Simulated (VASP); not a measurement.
Input:

```yaml
crystal:
  lattice:
    - [6.56922, 0.00000, 0.00000]
    - [0.00000, 6.56922, 0.00000]
    - [0.00000, 0.00000, 3.25671]
  atoms:
    - { symbol: Si, position: [0.13329, 0.63329, 0.00000] }
    - { symbol: Si, position: [0.86671, 0.36671, 0.00000] }
    - { symbol: Si, position: [0.36671, 0.13329, 0.00000] }
    - { symbol: Si, position: [0.63329, 0.86671, 0.00000] }
    - { symbol: Mo, position: [0.50000, 0.50000, 0.00000] }
    - { symbol: Mo, position: [0.00000, 0.00000, 0.00000] }
    - { symbol: Mo, position: [0.66274, 0.16274, 0.50000] }
    - { symbol: Mo, position: [0.33726, 0.83726, 0.50000] }
    - { symbol: Mo, position: [0.83726, 0.66274, 0.50000] }
    - { symbol: Mo, position: [0.16274, 0.33726, 0.50000] }
```

Level of theory: PBEsol GGA, VASP's PBE PAW potentials (set 64) (plane waves; VASP). Run with 400 eV cut-off, Gaussian smearing of 0.050 eV, potentials Si Mo_sv.

Q: Predict the band gap (along the path) with the smallest direct gap where there is one.

A: 
The band gap (along the path) is none (metal, semimetal or under 0.01 eV).

The absolute energy has meaning only against runs of the same code, potentials and settings.

The structure comes from a computed database's Si2Mo3 entry (P4/mbm); how it stands against other phases isn't given here. It was relaxed first.
